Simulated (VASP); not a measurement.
# Ru2Pb3 (P-6m2) in VASP: core levels with r2SCAN+rVV10

Aim: the core levels of Ru2Pb3 with r2SCAN+rVV10.

Program: VASP 6.6.1. These are calculated values, not measurements. Logs are shortened: lines on timing, memory, paths and dates and some standing lists are left out, and cuts for length are marked.

**1. The undisturbed crystal**

Symmetry: P-6m2, No. 187, hexagonal system. The conventional cell has a = 4.733 Å, b = 4.733 Å, c = 5.812 Å, α = 90.00°, β = 90.00°, γ = 120.00°. Around Ru (site symmetry -6m2) lie 8 Pb at 2.91 to 3.08 Å. Ru (site symmetry -6m2) has 9 Pb at 2.73 to 3.11 Å as nearest neighbours. Pb (site symmetry 3m) has 5 Pb at 2.85 to 3.11 Å and 6 Ru at 3.08 to 3.11 Å as nearest neighbours. Around Pb (site symmetry -6m2) lie 5 Ru at 2.73 to 2.91 Å and 6 Pb at 3.11 Å.

The cell was built by a generator and needn't be a form met in nature.

**2. Core levels, r2SCAN+rVV10 (volume scaled by 0.8)**

Contents of INCAR:

```
ALGO = Normal
BPARAM = 11.95
CPARAM = 0.0093
EDIFF = 1E-6
ENCUT = 550
ICORELEVEL = 1
ISIF = 2
ISMEAR = 1
IVDW_NL = 2
LASPH = T
LCHARG = F
LMIXTAU = T
LREAL = F
LUSE_VDW = T
LWAVE = F
METAGGA = R2SCAN
NELM = 60
PREC = Accurate
SIGMA = 0.2
```

Contents of KPOINTS:

```
k-points
0
Monkhorst-Pack
  7 7 5
```

Contents of POSCAR:

```
Ru2Pb3
1.0
    4.3935317250      0.0000000000      0.0000000000
   -2.1967658625      3.8049100852      0.0000000000
    0.0000000000      0.0000000000      5.3950977552
Ru Pb
2 3
Cartesian
    2.1967658845      1.2683033491      2.6975488776
   -0.0000000220      2.5366067361      0.0000000000
    0.0000000000      0.0000000000      4.0215059207
    0.0000000000      0.0000000000      1.3735918345
    2.1967658845      1.2683033491      0.0000000000
```

Potentials or basis: VASP PAW PBE potentials, release 64 (Ru_sv_GW, Pb_d_GW).

Command:

```bash
$ cat potpaw_PBE.64/Ru_sv_GW/POTCAR potpaw_PBE.64/Pb_d_GW/POTCAR > POTCAR
$ mpirun -np 1 vasp_std > vasp.out
```

OUTCAR:

```text
BPARAM = 11.95
   EDIFF = 1E-6
   ENCUT = 550
   ISIF = 2
   ISMEAR = 1
   IVDW_NL = 2
   LASPH = T
   LREAL = F
   METAGGA = R2SCAN
   NELM = 60
   PREC = Accurate

 ion  position               nearest neighbor table
   1  0.667  0.333  0.500-   5 2.70   5 2.70   3 2.86   4 2.86   3 2.86   4 2.86   3 2.86   4 2.86

   2  0.333  0.667  0.000-   5 2.54   5 2.54   5 2.54   3 2.88   4 2.88   4 2.88   3 2.88   4 2.88
                             3 2.88
   3  0.000  0.000  0.745-   4 2.65   4 2.75   1 2.86   1 2.86   1 2.86   5 2.88   2 2.88   2 2.88
                             5 2.88   5 2.88   2 2.88
   4  0.000  0.000  0.255-   3 2.65   3 2.75   1 2.86   1 2.86   1 2.86   2 2.88   5 2.88   2 2.88
                             5 2.88   5 2.88   2 2.88
   5  0.667  0.333  0.000-   2 2.54   2 2.54   2 2.54   1 2.70   1 2.70   3 2.88   4 2.88   3 2.88
                             4 2.88   3 2.88   4 2.88

  LATTYP: Found a hexagonal cell.
 ALAT       =     4.3935317250
 C/A-ratio  =     1.2279637642

  Lattice vectors:

 A1 = (   4.3935317250,   0.0000000000,   0.0000000000)
 A2 = (  -2.1967658625,   3.8049100852,   0.0000000000)
 A3 = (   0.0000000000,   0.0000000000,   5.3950977552)

Analysis of symmetry for initial positions (statically):
=====================================================================
 Subroutine PRICEL returns:
 Original cell was already a primitive cell.

 Routine SETGRP: Setting up the symmetry group for a
 hexagonal supercell.

 Subroutine GETGRP returns: Found 12 space group operations
 (whereof 12 operations were pure point group operations)
 out of a pool of 24 trial point group operations.

The static configuration has the point symmetry D_3h.

Analysis of symmetry for dynamics (positions and initial velocities):
=====================================================================
 Subroutine PRICEL returns:
 Original cell was already a primitive cell.

 Routine SETGRP: Setting up the symmetry group for a
 hexagonal supercell.

 Subroutine GETGRP returns: Found 12 space group operations
 (whereof 12 operations were pure point group operations)
 out of a pool of 24 trial point group operations.

The dynamic configuration has the point symmetry D_3h.

 Subroutine INISYM returns: Found 12 space group operations
 (whereof 12 operations are pure point group operations),
 and found     1 'primitive' translations

----------------------------------------------------------------------------------------

                                     Primitive cell

  volume of cell :      90.1898

  direct lattice vectors                    reciprocal lattice vectors
     4.393531725  0.000000000  0.000000000     0.227607324  0.131409150  0.000000000
    -2.196765862  3.804910085  0.000000000     0.000000000  0.262818300  0.000000000
     0.000000000  0.000000000  5.395097755     0.000000000  0.000000000  0.185353453

  length of vectors
     4.393531725  4.393531724  5.395097755     0.262818300  0.262818300  0.185353453

  position of ions in fractional coordinates (direct lattice)
     0.666666670  0.333333330  0.500000000
     0.333333330  0.666666670  0.000000000
     0.000000000  0.000000000  0.745400010
     0.000000000  0.000000000  0.254599990
     0.666666670  0.333333330  0.000000000

  ion indices of the primitive-cell ions
   primitive index   ion index
                 1           1
                 2           2
                 3           3
                 4           4
                 5           5

----------------------------------------------------------------------------------------

 KPOINTS: k-points

Automatic generation of k-mesh.
 Grid dimensions read from file:
 generate k-points for:    7    7    5

 Generating k-lattice:

  Cartesian coordinates                     Fractional coordinates (reciprocal lattice)
     0.032515332  0.018772736  0.000000000     0.142857143  0.000000000  0.000000000
     0.000000000  0.037545471  0.000000000     0.000000000  0.142857143  0.000000000
     0.000000000  0.000000000  0.037070691     0.000000000  0.000000000  0.200000000

  Length of vectors
     0.037545471  0.037545471  0.037070691

  Shift w.r.t. Gamma in fractional coordinates (k-lattice)
     0.000000000  0.000000000  0.000000000

 Subroutine IBZKPT returns following result:
 ===========================================

 Found     24 irreducible k-points:

 Following reciprocal coordinates:
            Coordinates               Weight
  0.000000  0.000000  0.000000      1.000000
  0.142857  0.000000  0.000000      6.000000
  0.285714  0.000000  0.000000      6.000000
  0.428571  0.000000  0.000000      6.000000
  0.142857  0.142857  0.000000      6.000000
  0.285714  0.142857  0.000000     12.000000
[... 16 lines left out ...]
  0.428571  0.142857  0.400000     12.000000
  0.285714  0.285714  0.400000     12.000000
   k-points           NKPTS =     24   k-points in BZ     NKDIM =     24   number of bands    NBANDS=     48
   number of dos      NEDOS =    301   number of ions     NIONS =      5
   total plane-waves  NPLWV =  54432
   dimension x,y,z NGX =    36 NGY =   36 NGZ =   42
   dimension x,y,z NGXF=    72 NGYF=   72 NGZF=   84
   ions per type =               2   3
   NGX,Y,Z   is equivalent  to a cutoff of  13.62, 13.62, 12.94 a.u.
   NGXF,Y,Z  is equivalent  to a cutoff of  27.24, 27.24, 25.88 a.u.
 SYSTEM =  unknown system
   PREC   = accura    normal or accurate (medium, high low for compatibility)
   ISTART =      0    job   : 0-new  1-cont  2-samecut
   ICHARG =      2    charge: 1-file 2-atom 10-const
   ISPIN  =      1    spin polarized calculation?
   LNONCOLLINEAR =      F non collinear calculations
   LSORBIT =      F    spin-orbit coupling
   LASPH  =      T    aspherical Exc in radial PAW
   ENCUT  =  550.0 eV  40.42 Ry    6.36 a.u.   8.40  8.40 10.32*2*pi/ulx,y,z
   NELM   =     60;   NELMIN=  2; NELMDL= -5     # of ELM steps
   EDIFF  = 0.1E-05   stopping-criterion for ELM
   LREAL  =      F    real-space projection
   EDIFFG = 0.1E-04   stopping-criterion for IOM
   NSW    =      0    number of steps for IOM
   IBRION =     -1    ionic relax: 0-MD 1-quasi-New 2-CG
   NFREE  =      0    steps in history (QN), initial steepest desc. (CG)
   ISIF   =      2    stress and relaxation
   ISYM   =      2    0-nonsym 1-usesym 2-fastsym
   POTIM  = 0.5000    time-step for ionic-motion
   TEBEG  =    0.0;   TEEND  =   0.0 temperature during run
   PSTRESS=    0.0 pullay stress
   NELECT =      80.0000    total number of electrons
   NUPDOWN=      -1.0000    fix difference up-down
   EMIN   =  10.00;   EMAX   =-10.00  energy-range for DOS
   EFERMI =   0.00;   METHOD = LEGACY
   ISMEAR =     1;   SIGMA  =   0.20  broadening in eV -4-tet -1-fermi 0-gaus
   EFERMI_NEDOS =   21; number of points for ismear=-14 and -15
   IALGO  =     38    algorithm
   IMIX   =      4    mixing-type and parameters
     AMIX     =   0.40;   BMIX     =  1.00
     AMIX_MAG =   1.60;   BMIX_MAG =  1.00
  volume/ion in A,a.u.               =      18.04       121.73
  Fermi-wavevector in a.u.,A,eV,Ry     =   1.572965  2.972472 33.663782  2.474218
  Thomas-Fermi vector in A             =   2.674320
   LORBIT       =      0    0 simple, 1 ext, 2 COOP (PROOUT), +10 PAW based schemes
   METAGGA = R2SCAN    functional components
   LHFCALC =     F    Hartree Fock is set to
   AEXX    =    0.0000 exact exchange contribution
   IVDW_NL    =     2    kernel type
   BPARAM     =11.9500
   IVDW    =     0    specifies the selected vdW correction
   LEPSILON=     F    determine dielectric tensor
   LRPA    =     F    only Hartree local field effects (RPA)
 non-spin polarized calculation
 Methfessel and Paxton  Order N= 1 SIGMA  =   0.20
  energy-cutoff  :      550.00
  volume of cell :       90.19
 maximum number of plane-waves:      2679
 NGX is ok and might be reduce to    36

 number of electron      79.9999995 magnetization

 Free energy of the ion-electron system (eV)
  ---------------------------------------------------
  ext. energy  EPLUGINS =         0.00000000
  ---------------------------------------------------
  free energy    TOTEN  =      -208.17996701 eV

  energy without entropy =     -208.15914489  energy(sigma->0) =     -208.17302630

 the core state eigenenergies are
   1-  1s -22022.9200  2s  -3177.6648  2p  -2850.3078  3s   -559.1755  3p   -450.3142
       3d   -274.9797
   2-  1s -22022.8400  2s  -3177.6203  2p  -2850.2593  3s   -559.1725  3p   -450.3114
       3d   -274.9749
   3-  1s -88303.5533  2s -15828.8589  2p -13583.6291  3s  -3811.8394  3p  -3166.4001
       3d  -2510.2496  4s   -866.6063  4p   -654.0135  4d   -407.7910  4f   -135.9260
       5p    -80.5717  5p    -80.5717
   4-  1s -88303.5533  2s -15828.8589  2p -13583.6291  3s  -3811.8394  3p  -3166.4001
       3d  -2510.2496  4s   -866.6063  4p   -654.0135  4d   -407.7910  4f   -135.9260
       5p    -80.5717  5p    -80.5717
   5-  1s -88303.2335  2s -15828.5644  2p -13583.3328  3s  -3811.5718  3p  -3166.1331
       3d  -2509.9799  4s   -866.3797  4p   -653.7915  4d   -407.5732  4f   -135.7129
       5p    -80.4504  5p    -80.4504

 E-fermi :   8.3721     XC(G=0): -13.8153

 val. band max:        8.3495617418   @ k =   0.4286   0.0000   0.2000
 cond. band min:       8.3833880989   @ k =   0.2857   0.0000   0.0000
 fundamental gap:      0.0338263571
 Fermi energy:         8.3720960834

 k-point     1 :       0.0000    0.0000    0.0000
  band No.  band energies     occupation
      1    -134.6896      2.00000
      2    -134.6860      2.00000
      3    -134.5497      2.00000
      4     -65.7148      2.00000
      5     -65.5955      2.00000
      6     -35.2201      2.00000
[... 40 lines left out ...]
     47      13.2981      0.00000
     48      13.3604      0.00000

 k-point     2 :       0.1429    0.0000    0.0000
  band No.  band energies     occupation
      1    -134.6896      2.00000
      2    -134.6860      2.00000
      3    -134.5497      2.00000
      4     -65.7147      2.00000
      5     -65.5955      2.00000
      6     -35.2210      2.00000
[... 193 lines left out ...]
     47      14.2403      0.00000
     48      14.3382      0.00000

 k-point     6 :       0.2857    0.1429    0.0000
  band No.  band energies     occupation
      1    -134.6896      2.00000
      2    -134.6860      2.00000
      3    -134.5497      2.00000
      4     -65.7145      2.00000
      5     -65.5954      2.00000
      6     -35.2244      2.00000
[... 13 lines left out ...]
     20      -9.8473      2.00000
     21      -9.7259      2.00000

------------------------ aborting loop because EDIFF is reached ----------------------------------------

  FORCE on cell =-STRESS in cart. coord.  units (eV):
  Direction    XX          YY          ZZ          XY          YZ          ZX
  --------------------------------------------------------------------------------------
  -------------------------------------------------------------------------------------
  Total       20.5375778     20.5375778     26.2253326      0.0000000      0.0000000      0.0000000
  in kB      364.8398936    364.8398934    465.8800405      0.0000000      0.0000000      0.0000000
  external PRESSURE =     398.5199425 kB  Pullay stress =       0.0000000 kB

 VOLUME and BASIS-vectors are now :
 -----------------------------------------------------------------------------
  energy-cutoff  :      550.00
  volume of cell :       90.19
      direct lattice vectors                 reciprocal lattice vectors
     4.393531725  0.000000000  0.000000000     0.227607324  0.131409150  0.000000000
    -2.196765862  3.804910085  0.000000000     0.000000000  0.262818300  0.000000000
     0.000000000  0.000000000  5.395097755     0.000000000  0.000000000  0.185353453

 POSITION                                       TOTAL-FORCE (eV/Angst)
 -----------------------------------------------------------------------------------
      2.19677      1.26830      2.69755         0.000000      0.000000      0.000000
     -0.00000      2.53661      0.00000        -0.000000      0.000000      0.000000
      0.00000      0.00000      4.02151         0.000000     -0.000000     -2.250735
      0.00000      0.00000      1.37359         0.000000     -0.000000      2.250735
      2.19677      1.26830      0.00000         0.000000     -0.000000      0.000000
 -----------------------------------------------------------------------------------
    total drift:                               -0.000033      0.000019     -0.000000

  FREE ENERGIE OF THE ION-ELECTRON SYSTEM (eV)
  ---------------------------------------------------
  free  energy   TOTEN  =      -208.1799670081 eV

  energy  without entropy=     -208.1591448882  energy(sigma->0) =     -208.17302630
```

Wall time 13 min (1 thread of Intel Xeon Platinum 8375C at 2.90GHz (Ice Lake), shared host); peak memory 0.51 GiB.

What came out:

```yaml
Free_energy: -208.1800 eV
Pressure: 39.9 GPa
Largest_force: 2.251 eV/Å
```

Forces on the atoms (eV/Å):
```
Ru   0.000  0.000  0.000
Ru   0.000  0.000  0.000
Pb   0.000  0.000 -2.251
Pb   0.000  0.000  2.251
Pb   0.000  0.000  0.000
```

Core levels (eV, on the scale of the bands):
```
atom                                                                                                                           levels
1 Ru                                                             1s -22022.9, 2s -3177.7, 2p -2850.3, 3s -559.2, 3p -450.3, 3d -275.0
2 Ru                                                             1s -22022.8, 2s -3177.6, 2p -2850.3, 3s -559.2, 3p -450.3, 3d -275.0
3 Pb  1s -88303.6, 2s -15828.9, 2p -13583.6, 3s -3811.8, 3p -3166.4, 3d -2510.2, 4s -866.6, 4p -654.0, 4d -407.8, 4f -135.9, 5p -80.6
4 Pb  1s -88303.6, 2s -15828.9, 2p -13583.6, 3s -3811.8, 3p -3166.4, 3d -2510.2, 4s -866.6, 4p -654.0, 4d -407.8, 4f -135.9, 5p -80.6
5 Pb  1s -88303.2, 2s -15828.6, 2p -13583.3, 3s -3811.6, 3p -3166.1, 3d -2510.0, 4s -866.4, 4p -653.8, 4d -407.6, 4f -135.7, 5p -80.5
```

Caveat: the PAW data sets were made with another functional, which shifts forces and pressure a little.

**3. The reference run**

An earlier run on the cell as given: functional PBE; potentials or basis VASP PAW PBE potentials, release 64 (Ru_pv, Pb_d); cutoff 520 eV; k mesh 7 × 7 × 5; occupations fermi-dirac, width 0.05 eV; no spin polarisation.

- Pressure: 6.6 GPa
- Largest force: 1.168 eV/Å
- Band gap on the k mesh: none (metal or under the smearing width)
